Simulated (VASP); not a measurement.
# Driving VASP from ASE on TiSb2, part 2 of 4

Do ASE scripts that read TiSb2 from different structure formats give one answer, and do several routes find one equilibrium volume? All runs use PBEsol. Left out of this account: at least 1 further run (self-consistent run: a reference on another mesh). The start is a cell from a database of measured crystal structures.

VASP 6.6.1; PBEsol; plane waves and PAW (Ti_sv, Sb).

So far. Step 2 (Total energy, forces and stress (PBEsol, through ASE)): The pressure is -2.26 GPa and the largest force 0.188 eV/Å, so the cell is not at a minimum at these settings.

**3. Total energy, forces and stress (PBEsol, through ASE), try 2**

System of this step: TiSb2. It takes space group I4/mcm (No. 140, tetragonal). The conventional cell has a = 6.660 Å, b = 6.660 Å, c = 5.818 Å, α = 90.00°, β = 90.00°, γ = 90.00°. Nearest to Ti lie 2 Ti at 2.91 Å and 8 Sb at 2.92 Å. Sb has 1 Sb at 2.85 Å and 4 Ti at 2.92 Å nearest. Farther neighbours are not listed.

The single point through ASE, with the structure read from a CIF with its space group. The file expands to the conventional cell of 12 atoms, on a 4×4×4 mesh.

run.py reads:

```python
import numpy as np
from ase.calculators.vasp import Vasp
from ase.io import read
from ase.dft.bandgap import bandgap

atoms = read('TiSb2.cif')

calc = Vasp(
    xc='pbesol',
    pp='PBE',
    prec='Accurate',
    encut=400,
    ediff=1e-06,
    nelm=100,
    ismear=-1,
    sigma=0.05,
    lreal=False,
    algo='Normal',
    nbands=56,
    lasph=True,
    lorbit=11,
    lwave=False,
    lcharg=False,
    kpar=4,
    isif=2,
    pp_version='64',
    setups={'Ti': '_sv', 'Sb': ''},
    kpts=(4, 4, 4),
    gamma=True,
    txt='vasp.out',
)
atoms.calc = calc

print("energy (eV):", round(atoms.get_potential_energy(), 6))
print("Fermi level (eV):", round(calc.get_fermi_level(), 4))
print("forces (eV/A):")
print(np.round(atoms.get_forces(), 4))
print("stress (GPa, Voigt, tension positive):", np.round(atoms.get_stress() * 160.21766, 3))
gap, p1, p2 = bandgap(calc, direct=False)
print("gap on the mesh (eV):", round(gap, 4))
```

TiSb2.cif reads:

```cif
data_TiSb2
_cell_length_a 6.66000000
_cell_length_b 6.66000000
_cell_length_c 5.81800000
_cell_angle_alpha 90.00000000
_cell_angle_beta 90.00000000
_cell_angle_gamma 90.00000000
_space_group_name_H-M_alt 'I4/mcm'
_space_group_name_Hall '-I 4 2c'
_space_group_IT_number 140
loop_
_space_group_symop_operation_xyz
'x,y,z'
'-x,-y,-z'
'-y,x,z'
'y,-x,-z'
'-x,-y,z'
'x,y,-z'
'y,-x,z'
'-y,x,-z'
'x,-y,-z+1/2'
'-x,y,z+1/2'
'-y,-x,-z+1/2'
'y,x,z+1/2'
'-x,y,-z+1/2'
'x,-y,z+1/2'
'y,x,-z+1/2'
'-y,-x,z+1/2'
'x+1/2,y+1/2,z+1/2'
'-x+1/2,-y+1/2,-z+1/2'
'-y+1/2,x+1/2,z+1/2'
'y+1/2,-x+1/2,-z+1/2'
'-x+1/2,-y+1/2,z+1/2'
'x+1/2,y+1/2,-z+1/2'
'y+1/2,-x+1/2,z+1/2'
'-y+1/2,x+1/2,-z+1/2'
'x+1/2,-y+1/2,-z'
'-x+1/2,y+1/2,z'
'-y+1/2,-x+1/2,-z'
'y+1/2,x+1/2,z'
'-x+1/2,y+1/2,-z'
'x+1/2,-y+1/2,z'
'y+1/2,x+1/2,-z'
'-y+1/2,-x+1/2,z'
loop_
_atom_site_label
_atom_site_type_symbol
_atom_site_symmetry_multiplicity
_atom_site_Wyckoff_symbol
_atom_site_fract_x
_atom_site_fract_y
_atom_site_fract_z
_atom_site_occupancy
Ti1 Ti 4 a 0.0000000000 0.0000000000 0.2500000000 1
Sb1 Sb 8 h 0.1515600000 0.6515600000 0.0000000000 1
```

Potentials, in the order of the species: Ti_sv and Sb (PBE family, release 64).

On the command line:

```console
export ASE_VASP_COMMAND="mpirun -np 4 vasp_std"
python run.py
```

What it wrote:

```text
energy (eV): -75.447847
Fermi level (eV): 9.5723
forces (eV/A):
[[-0.     -0.     -0.    ]
 [ 0.     -0.     -0.    ]
 [ 0.     -0.     -0.    ]
 [-0.     -0.     -0.    ]
 [ 0.1213  0.1213  0.    ]
 [-0.1213 -0.1213  0.    ]
 [-0.1213  0.1213 -0.    ]
 [ 0.1213 -0.1213  0.    ]
 [ 0.1213 -0.1213 -0.    ]
 [-0.1213  0.1213 -0.    ]
 [-0.1213 -0.1213  0.    ]
 [ 0.1213  0.1213 -0.    ]]
stress (GPa, Voigt, tension positive): [ 1.675  1.675  3.505 -0.     0.    -0.   ]
gap on the mesh (eV): 0.0
```

Run time: 82 s. Hardware: 4 MPI ranks of AMD EPYC 7R43, shared host; peak memory 1.3 GiB.

The INCAR that ASE wrote:

```
ENCUT = 400.000000
SIGMA = 0.050000
EDIFF = 1.00e-06
ALGO = Normal
GGA = PS
PREC = Accurate
ISIF = 2
ISMEAR = -1
KPAR = 4
LORBIT = 11
NBANDS = 56
NELM = 100
LASPH = .TRUE.
LCHARG = .FALSE.
LWAVE = .FALSE.
LREAL = .FALSE.
```

The KPOINTS that ASE wrote:

```
KPOINTS created by Atomic Simulation Environment
0
Gamma
4 4 4
0 0 0
```

VASP's own log, vasp.out:

```text
[banner, memory and clock lines left out]
running    4 mpi-ranks, on    1 nodes
 distrk:  each k-point on    1 cores,    4 groups
 distr:  one band on    1 cores,    1 groups

 POSCAR found type information on POSCAR TiSb
 POSCAR found :  2 types and      12 ions
 [... a notice as in an earlier step ...]

 LDA part: xc-table for (Slater+PW92), standard interpolation
 POSCAR, INCAR and KPOINTS ok, starting setup
 FFT: planning ... GRIDC
 FFT: planning ... GRID_SOFT
 FFT: planning ... GRID
 WAVECAR not read
 entering main loop
       N       E                     dE             d eps       ncg     rms          rms(c)
DAV:   1     0.843204276479E+03    0.84320E+03   -0.32906E+04  2040   0.126E+03
DAV:   2     0.356717223229E+02   -0.80753E+03   -0.78414E+03  2152   0.402E+02
DAV:   3    -0.685604878144E+02   -0.10423E+03   -0.10231E+03  3032   0.132E+02
DAV:   4    -0.801982353232E+02   -0.11638E+02   -0.11563E+02  3112   0.371E+01
DAV:   5    -0.809954811849E+02   -0.79725E+00   -0.79662E+00  2928   0.880E+00    0.205E+01
DAV:   6    -0.785616663424E+02    0.24338E+01   -0.79875E+01  2960   0.383E+01    0.124E+01
DAV:   7    -0.757824221781E+02    0.27792E+01   -0.33005E+01  2720   0.239E+01    0.722E+00
DAV:   8    -0.754476529688E+02    0.33477E+00   -0.25145E+00  2576   0.771E+00    0.109E+00
DAV:   9    -0.754584879201E+02   -0.10835E-01   -0.15481E-01  2928   0.154E+00    0.911E-01
DAV:  10    -0.754574353999E+02    0.10525E-02   -0.33332E-02  2992   0.110E+00    0.186E-01
DAV:  11    -0.754569347263E+02    0.50067E-03   -0.40697E-03  2680   0.356E-01    0.664E-02
DAV:  12    -0.754569244402E+02    0.10286E-04   -0.17237E-04  2960   0.525E-02    0.132E-02
DAV:  13    -0.754569221051E+02    0.23352E-05   -0.11914E-05  2608   0.120E-02    0.431E-03
DAV:  14    -0.754569220180E+02    0.87078E-07   -0.22377E-06  1912   0.829E-03
   1 F= -.75456922E+02 E0= -.75447847E+02  d E =-.181491E-01
```

From OUTCAR (step 3):

```text
  LATTYP: Found a simple tetragonal cell.
 ALAT       =     6.6600000000
 C/A-ratio  =     0.8735735736

 Found     18 irreducible k-points:

   k-points           NKPTS =     18   k-points in BZ     NKDIM =     18   number of bands    NBANDS=     56

   dimension x,y,z NGX =    48 NGY =   48 NGZ =   40
   dimension x,y,z NGXF=    96 NGYF=   96 NGZF=   80

   ENCUT  =  400.0 eV  29.40 Ry    5.42 a.u.  10.86 10.86  9.49*2*pi/ulx,y,z

   NELECT =      88.0000    total number of electrons

 E-fermi :   9.5723

 k-point     1 :       0.0000    0.0000    0.0000
  band No.  band energies     occupation
    ...
     39       7.9699      2.00000
     40       8.7209      2.00000
     41       8.7723      2.00000
     42       9.0746      1.99990
     43       9.1476      1.99959
     44       9.9574      0.00090
     45      10.1223      0.00003
     46      10.1223      0.00003
     47      10.2090      0.00001
     48      10.3447      0.00000
    ...

 k-point     2 :       0.2500    0.0000    0.0000
  band No.  band energies     occupation
    ...
     40       8.2553      2.00000
     41       8.6537      2.00000
     42       8.8478      2.00000
     43       9.0126      1.99997
     44       9.0952      1.99986
     45      10.1095      0.00004
     46      10.3536      0.00000
     47      10.4877      0.00000
     48      10.5009      0.00000
     49      10.6712      0.00000
    ...

  Total       -2.6984774     -2.6984774     -5.6453873      0.0000000      0.0000000     -0.0000000
  in kB      -16.7535632    -16.7535632    -35.0495258      0.0000000      0.0000000     -0.0000000
  external PRESSURE =     -22.8522174 kB  Pullay stress =       0.0000000 kB

  energy-cutoff  :      400.00
  volume of cell :      258.06
      direct lattice vectors                 reciprocal lattice vectors
     6.660000000  0.000000000  0.000000000     0.150150150  0.000000000  0.000000000
     0.000000000  6.660000000  0.000000000     0.000000000  0.150150150  0.000000000
     0.000000000  0.000000000  5.818000000     0.000000000  0.000000000  0.171880371

 POSITION                                       TOTAL-FORCE (eV/Angst)
 -----------------------------------------------------------------------------------
      0.00000      0.00000      1.45450        -0.000000     -0.000000     -0.000000
      0.00000      0.00000      4.36350         0.000000     -0.000000     -0.000000
      3.33000      3.33000      4.36350         0.000000     -0.000000     -0.000000
      3.33000      3.33000      1.45450        -0.000000     -0.000000     -0.000000
      1.00939      4.33939      0.00000         0.121259      0.121259      0.000000
      5.65061      2.32061      0.00000        -0.121259     -0.121259      0.000000
      2.32061      1.00939      0.00000        -0.121259      0.121259     -0.000000
      4.33939      5.65061      0.00000         0.121259     -0.121259      0.000000
      1.00939      2.32061      2.90900         0.121259     -0.121259     -0.000000
      5.65061      4.33939      2.90900        -0.121259      0.121259     -0.000000
      2.32061      5.65061      2.90900        -0.121259     -0.121259      0.000000
      4.33939      1.00939      2.90900         0.121259      0.121259     -0.000000
 -----------------------------------------------------------------------------------
    total drift:                               -0.000000     -0.000000     -0.000000

  FREE ENERGIE OF THE ION-ELECTRON SYSTEM (eV)
  ---------------------------------------------------
  free  energy   TOTEN  =       -75.4569220180 eV

  energy  without entropy=      -75.4387729452  energy(sigma->0) =      -75.44784748

 total charge
# of ion       s       p       d       tot
------------------------------------------
    1        2.156   6.098   1.995  10.250
    2        2.156   6.098   1.995  10.250
    3        2.156   6.098   1.995  10.250
    4        2.156   6.098   1.995  10.250
    5        1.155   1.252   0.046   2.453
    6        1.155   1.252   0.046   2.453
    7        1.155   1.252   0.046   2.453
    8        1.155   1.252   0.046   2.453
    9        1.155   1.252   0.046   2.453
   10        1.155   1.252   0.046   2.453
   11        1.155   1.252   0.046   2.453
   12        1.155   1.252   0.046   2.453
--------------------------------------------------
tot         17.865  34.407   8.352  60.624

[... 2 parts as in an earlier step ...]

[... 7 further parts left out ...]
```

The k-mesh is coarse for a metal.

This step gave:

```
electrons               : 88
bands                   : 56
irreducible k-points    : 18
free energy (TOTEN)     : -75.4569 eV
energy at zero smearing : -75.4478 eV
Fermi energy            : 9.572 eV
pressure                : -2.285 GPa
```

Force by atom:

```tsv
atom	x (eV/Å)	y (eV/Å)	z (eV/Å)	size
Ti1	0.000	0.000	0.000	0.000
Ti2	0.000	0.000	0.000	0.000
Ti3	0.000	0.000	0.000	0.000
Ti4	0.000	0.000	0.000	0.000
Sb5	0.121	0.121	0.000	0.171
Sb6	-0.121	-0.121	0.000	0.171
Sb7	-0.121	0.121	0.000	0.171
Sb8	0.121	-0.121	0.000	0.171
Sb9	0.121	-0.121	0.000	0.171
Sb10	-0.121	0.121	0.000	0.171
Sb11	-0.121	-0.121	0.000	0.171
Sb12	0.121	0.121	0.000	0.171
```

The energy lies -3.32 meV an atom from the first script, since this cell and mesh sample the zone at other points.

(Part 2 of 4 ends here.)

[Lines on the potential files, build, host, timing and source positions are cut from VASP's logs without a mark.]

[Logs are printed without paths, hosts, clocks, repeated set-up lines and the standing remarks that a program may print on its own settings, such as how far it seeks lower states.]

[Hosts, paths, dates, database ids (printed as entryN), source tags and the programs' standing remarks are cut or masked in the printed files.]

[A measured line is paired with the nearest computed mode of its activity, which favours agreement.]

[In band tables of VASP the shares of atoms and orbitals are scaled to a sum of 1 inside the atoms' spheres.]
